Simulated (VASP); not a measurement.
Input:

```xyz
3
Lattice="1.8273 -3.1651 0.0000 1.8273 3.1651 0.0000 0.0000 0.0000 5.9368" Properties=species:S:1:pos:R:3 pbc="T T T"
Zr     0.0000     0.0000     0.0000
S      1.8273     1.0550     1.4167
S      1.8273    -1.0550     4.5201
```

Calculation: SCAN meta-GGA, VASP's PBE PAW potentials (set 64) (plane waves; VASP 6.6.1). Numerical set-up: 520 eV cut-off, 7×7×4 Γ-centred mesh, Gaussian smearing of 0.050 eV, potentials Zr_sv S.

The ions and cell shape at fixed volume are relaxed. Which structure does the run end with?

```xyz
3
Lattice="1.8368 -3.1815 0.0000 1.8368 3.1815 0.0000 0.0000 0.0000 5.8758" Properties=species:S:1:pos:R:3 pbc="T T T"
Zr     0.0000     0.0000     0.0000
S      1.8368     1.0605     1.4370
S      1.8368    -1.0605     4.4387
```
Space group P-3m1 (164), at a tolerance of 0.03 Å.

How much energy does the relaxation gain?

The energy (σ→0) changes by -4.6 meV/atom, in 7 ionic steps.

The compound is ZrS2 in the 1T layered structure. This cell is one point of a volume scan, at 0.97 of the reference volume. Symmetry was kept, so distortions that lower it aren't found.
